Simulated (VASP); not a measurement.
OSZICAR of a VASP run on ZnS (space group P6_3mc):

OSZICAR:
```
       N       E                     dE             d eps       ncg     rms          rms(c)
DAV:   1     0.130129988481E+04    0.13013E+04   -0.58294E+04   432   0.137E+03
DAV:   2     0.139986639258E+03   -0.11613E+04   -0.11087E+04   432   0.365E+02
DAV:   3    -0.621542014766E+02   -0.20214E+03   -0.19852E+03   480   0.143E+02
DAV:   4    -0.738274702076E+02   -0.11673E+02   -0.11608E+02   504   0.359E+01
DAV:   5    -0.740558625549E+02   -0.22839E+00   -0.22798E+00   496   0.519E+00    0.231E+01
DAV:   6    -0.699253675487E+02    0.41305E+01   -0.81446E+00   632   0.410E+01    0.172E+01
DAV:   7    -0.705966698010E+02   -0.67130E+00   -0.16355E+01   496   0.989E+00    0.534E+00
DAV:   8    -0.701194648417E+02    0.47720E+00   -0.15199E+00   544   0.752E+00    0.230E+00
DAV:   9    -0.700757812135E+02    0.43684E-01   -0.57959E-01   536   0.391E+00    0.704E-01
DAV:  10    -0.700763194513E+02   -0.53824E-03   -0.28659E-02   520   0.211E+00    0.541E-01
DAV:  11    -0.700767854226E+02   -0.46597E-03   -0.41172E-03   568   0.394E-01    0.397E-01
DAV:  12    -0.700780317584E+02   -0.12463E-02   -0.29244E-03   568   0.487E-01    0.152E-01
DAV:  13    -0.700775817368E+02    0.45002E-03   -0.16755E-03   584   0.380E-01    0.548E-02
DAV:  14    -0.700776065701E+02   -0.24833E-04   -0.31402E-04   464   0.665E-02    0.378E-02
DAV:  15    -0.700776046401E+02    0.19300E-05   -0.83023E-06   512   0.204E-02    0.371E-02
DAV:  16    -0.700776069925E+02   -0.23524E-05   -0.48130E-06   416   0.194E-02    0.296E-02
DAV:  17    -0.700776137688E+02   -0.67763E-05   -0.19802E-05   496   0.743E-02    0.160E-02
DAV:  18    -0.700776119235E+02    0.18453E-05   -0.70542E-06   472   0.202E-02    0.175E-02
DAV:  19    -0.700776126016E+02   -0.67808E-06   -0.22825E-06   280   0.849E-03
   1 F= -.70077613E+02 E0= -.70077613E+02  d E =-.284162E-11
```

**Question.** Which electronic solver shows in the log?

**Answer.** It is blocked Davidson (ALGO = Normal, or the opening steps of other solvers). The INCAR had ALGO = Normal.

**Question.** Can the final energy be trusted as converged?

**Answer.** The run converged. It stopped with EDIFF = 1E-6, NELM = 100 (PBE GGA, plane waves, VASP's PBE PAW potentials (set 64)).

The structure comes from a computed database's ZnS entry; how it stands against other phases isn't given here. The cell was not relaxed at this level. The k-mesh is coarse (spacing up to 0.95 per Å, 2π included), so the numbers may not be converged in it. The run is one of a series of settings (KPOINTS 2×2×1 Γ-centred mesh shifted by (0.5, 0.5, 0.5) against the base run), some of them coarse on purpose.
